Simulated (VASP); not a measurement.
# GeRh under strain, part 2 of 2

How does the pressure of GeRh answer to a change of volume? The bands are shown for each cell. All runs use r2SCAN. Left out of this account: 1 further run (self-consistent run: a reference on another mesh). The start is a computed cell from the Materials Project.

VASP 6.6.1; r2SCAN; plane waves and PAW (Ge_d, Rh_pv).

Still holding for the runs below: Spin-orbit coupling is off here; it would split degenerate levels.

So far, pressure (GPa): step 2 (bands, cell as listed) -1.04; step 3 (cell volume +4.0 %) -7.75; step 4 (cell volume +8.0 %) -13.1; step 5 (bands, sheared, principal strains -3.7, +0.8, +3.0 %) -0.414; step 6 (cell volume -4.0 %) 7.97.

### Step 7. Bands, volume times 0.92 (continued)

The electronic bands at the labelled points (eV, zero at the Fermi level; # counts the bands kept):

```tsv
point	#20	#21	#22	#23	#24	#25	#26	#27
Γ	-1.41	-1.41	-0.24	-0.24	-0.24	2.48	2.48	2.48
0.45 of the way	-1.47	-0.84	-0.75	-0.41	0.95	1.80	2.23	2.49
X	-1.09	-1.09	-0.84	-0.84	1.49	1.49	1.71	1.71
0.55 of the way	-1.55	-1.55	-0.56	-0.56	1.33	1.33	2.61	2.61
M	-1.87	-1.87	0.12	0.12	0.51	0.51	2.33	2.33
0.55 of the way	-1.65	-1.01	-0.89	-0.27	0.91	1.66	2.15	2.71
Γ	-1.41	-1.41	-0.24	-0.24	-0.24	2.48	2.48	2.48
0.55 of the way	-1.86	-1.44	-0.91	-0.28	0.60	1.57	1.89	2.68
R	-1.92	-1.92	-0.43	-0.43	-0.43	-0.43	4.17	4.17
0.55 of the way	-1.64	-1.64	-0.62	-0.62	1.11	1.11	2.17	2.17
X	-1.09	-1.09	-0.84	-0.84	1.49	1.49	1.71	1.71
jump to M	-1.87	-1.87	0.12	0.12	0.51	0.51	2.33	2.33
0.45 of the way	-1.96	-1.96	-0.35	-0.35	0.30	0.30	2.74	2.74
R	-1.92	-1.92	-0.43	-0.43	-0.43	-0.43	4.17	4.17
```

Of the projections kept (Ge, Rh), the largest for each band there; the rest of the weight can lie on other orbitals:

```tsv
point	#20	#21	#22	#23	#24	#25	#26	#27
Γ	Rh 0.83	Rh 0.83	Rh 0.90	Rh 0.90	Rh 0.90	Rh 0.55	Rh 0.55	Rh 0.55
X	Rh 0.86	Rh 0.86	Rh 0.94	Rh 0.94	Rh 0.70	Rh 0.70	Rh 0.74	Rh 0.74
M	Rh 0.93	Rh 0.93	Rh 0.80	Rh 0.80	Rh 0.75	Rh 0.75	Rh 0.69	Rh 0.69
Γ	Rh 0.83	Rh 0.83	Rh 0.90	Rh 0.90	Rh 0.90	Rh 0.55	Rh 0.55	Rh 0.55
R	Rh 0.94	Rh 0.94	Rh 0.92	Rh 0.92	Rh 0.92	Rh 0.92	Ge 0.76	Ge 0.76
X	Rh 0.86	Rh 0.86	Rh 0.94	Rh 0.94	Rh 0.70	Rh 0.70	Rh 0.74	Rh 0.74
```

Force by atom:

```tsv
atom	x (eV/Å)	y (eV/Å)	z (eV/Å)	size
Ge1	-0.202	0.202	-0.202	0.349
Ge2	0.202	-0.202	-0.202	0.349
Ge3	-0.202	-0.202	0.202	0.349
Ge4	0.202	0.202	0.202	0.349
Rh5	-0.424	0.424	-0.424	0.734
Rh6	0.424	-0.424	-0.424	0.734
Rh7	-0.424	-0.424	0.424	0.734
Rh8	0.424	0.424	0.424	0.734
```

 The pressure is 19.19 GPa. The parabola predicted 18.96 GPa, -0.23 GPa off.

### Step 8. Bands, atoms displaced by up to 0.19 Å

The atoms are moved off their sites at random, as a crude picture of disorder.

INCAR reads:

```
SYSTEM = GeRh
PREC = Accurate
ENCUT = 410
EDIFF = 1E-06
NELM = 100
ISMEAR = -1
SIGMA = 0.05
LREAL = .FALSE.
ALGO = Normal
METAGGA = R2SCAN
LASPH = .TRUE.
NBANDS = 83
LORBIT = 11
LWAVE = .FALSE.
LCHARG = .FALSE.
KPAR = 8
```

POSCAR reads:

```
GeRh
1.0
    4.9083890300      0.0000000000      0.0000000000
    0.0000000000      4.9083890300      0.0000000000
    0.0000000000      0.0000000000      4.9083890300
Ge Rh
4 4
Direct
    0.1685650000      0.3325620000      0.6505490000
    0.3375900000      0.6541610000      0.1763090000
    0.6472110000      0.1445300000      0.3324020000
    0.8298790000      0.8217610000      0.8289070000
    0.8710240000      0.6117580000      0.3922420000
    0.6144700000      0.3676050000      0.8473290000
    0.3805970000      0.8803710000      0.5856140000
    0.0818710000      0.1298410000      0.1185840000
```

KPOINTS reads:

```
Automatic mesh
0
Gamma
6 6 6
0 0 0
```

KPOINTS_OPT reads:

```
Line mode
12
Line-mode
Reciprocal
  0.00000000   0.00000000   0.00000000 GAMMA
  0.00000000   0.50000000   0.00000000 X

  0.00000000   0.50000000   0.00000000 X
  0.50000000   0.50000000   0.00000000 M

  0.50000000   0.50000000   0.00000000 M
  0.00000000   0.00000000   0.00000000 GAMMA

  0.00000000   0.00000000   0.00000000 GAMMA
  0.50000000   0.50000000   0.50000000 R

  0.50000000   0.50000000   0.50000000 R
  0.00000000   0.50000000   0.00000000 X

  0.50000000   0.50000000   0.00000000 M
  0.50000000   0.50000000   0.50000000 R
```

Potentials, in the order of the species: Ge_d and Rh_pv (PBE family, release 64).

Command:

```
mpirun -np 8 vasp_std
```

The job ended after 5.8 min (8 MPI ranks of Intel Xeon Platinum 8259CL at 2.50GHz (Skylake/Cascade Lake), shared host; peak memory 7.5 GiB).

This step gave:

```
SCF cycles              : 18
irreducible k-points    : 112
symmetry operations     : 1
free energy (TOTEN)     : -155.3213 eV
energy at zero smearing : -155.3163 eV
Fermi energy            : 10.02 eV
pressure                : 2.598 GPa
```

The electronic bands at the labelled points (eV, zero at the Fermi level; # counts the bands kept):

```tsv
point	#21	#22	#23	#24	#25	#26	#27	#28
Γ	-1.16	-1.03	-0.39	-0.36	-0.14	2.04	2.22	2.38
0.45 of the way	-1.27	-0.77	-0.72	-0.34	0.84	1.55	2.03	2.19
X	-1.06	-0.88	-0.79	-0.57	1.17	1.28	1.52	1.66
0.45 of the way	-1.35	-1.16	-0.66	-0.51	0.97	1.56	2.10	2.32
M	-1.70	-1.45	-0.15	-0.05	0.44	0.74	1.92	2.11
0.45 of the way	-1.45	-0.97	-0.84	-0.19	0.69	1.27	1.94	2.49
Γ	-1.16	-1.03	-0.39	-0.36	-0.14	2.04	2.22	2.38
0.45 of the way	-1.44	-1.03	-0.88	-0.13	0.54	1.38	1.74	2.67
R	-1.56	-1.43	-0.61	-0.41	-0.29	-0.14	3.64	3.68
0.45 of the way	-1.49	-1.45	-0.58	-0.45	0.54	0.77	2.11	2.34
X	-1.06	-0.88	-0.79	-0.57	1.17	1.28	1.52	1.66
jump to M	-1.70	-1.45	-0.15	-0.05	0.44	0.74	1.92	2.11
0.45 of the way	-1.78	-1.55	-0.47	-0.29	0.21	0.34	2.29	2.60
R	-1.56	-1.43	-0.61	-0.41	-0.29	-0.14	3.64	3.68
```

Of the projections kept (Ge, Rh), the largest for each band there; the rest of the weight can lie on other orbitals:

```tsv
point	#21	#22	#23	#24	#25	#26	#27	#28
Γ	Rh 0.86	Rh 0.88	Rh 0.90	Rh 0.91	Rh 0.91	Rh 0.56	Rh 0.57	Rh 0.55
X	Rh 0.91	Rh 0.87	Rh 0.96	Rh 0.89	Rh 0.71	Rh 0.75	Rh 0.71	Rh 0.75
M	Rh 0.93	Rh 0.94	Rh 0.79	Rh 0.80	Rh 0.77	Rh 0.77	Rh 0.69	Rh 0.71
Γ	Rh 0.86	Rh 0.88	Rh 0.90	Rh 0.91	Rh 0.91	Rh 0.56	Rh 0.57	Rh 0.55
R	Rh 0.96	Rh 0.96	Rh 0.92	Rh 0.92	Rh 0.93	Rh 0.92	Ge 0.76	Ge 0.77
X	Rh 0.91	Rh 0.87	Rh 0.96	Rh 0.89	Rh 0.71	Rh 0.75	Rh 0.71	Rh 0.75
```

Force by atom:

```tsv
atom	x (eV/Å)	y (eV/Å)	z (eV/Å)	size
Ge1	-0.52	-0.43	0.43	0.80
Ge2	-0.48	-0.69	-1.52	1.74
Ge3	1.25	1.93	-1.27	2.63
Ge4	-0.08	0.38	0.31	0.49
Rh5	0.10	-0.04	-1.21	1.21
Rh6	-0.41	0.22	1.41	1.48
Rh7	-1.11	-0.63	2.37	2.69
Rh8	1.24	-0.74	-0.51	1.54
```

 The pressure is 2.60 GPa, and the symmetry operations fall from 12 to 1.

### Step 9. The runs together

| cell | mesh | pressure (GPa) | gap (eV) |
| --- | --- | --- | --- |
| cell as listed | 6×6×6 | -1.04 | none |
| volume times 1.04 | 6×6×6 | -7.75 | none |
| volume times 1.08 | 6×6×6 | -13.12 | none |
| sheared, principal strains -3.7, +0.8, +3.0 % | 6×6×6 | -0.41 | none |
| volume times 0.96 | 6×6×6 | 7.97 | none |
| volume times 0.92 | 6×6×6 | 19.19 | none |
| atoms displaced by up to 0.19 Å | 6×6×6 | 2.60 | none |

### Step 10. Summary of results

* pressure, cell as listed: -1.04 GPa
* pressure, volume times 1.04: -7.75 GPa
* pressure, volume times 1.08: -13.1 GPa
* pressure, sheared, principal strains -3.7, +0.8, +3.0 %: -0.414 GPa
* pressure, volume times 0.96: 7.97 GPa
* pressure, volume times 0.92: 19.2 GPa
* pressure, atoms displaced by up to 0.19 Å: 2.60 GPa
* bulk modulus at the listed volume, shape and positions held: 198 GPa

The slope of pressure against ln V at the listed volume gives a bulk modulus of 198 GPa at fixed shape and positions, an upper bound since the atoms bear forces. The atoms were not relaxed in the changed cells. Spin-orbit coupling is left out; it would split some degenerate bands.

[Lines on the potential files, build, host, timing and source positions are cut from VASP's logs without a mark.]

[Logs are printed without paths, hosts, clocks, repeated set-up lines and the standing remarks that a program may print on its own settings, such as how far it seeks lower states.]

[Hosts, paths, dates, database ids (printed as entryN), source tags and the programs' standing remarks are cut or masked in the printed files.]

[A measured line is paired with the nearest computed mode of its activity, which favours agreement.]
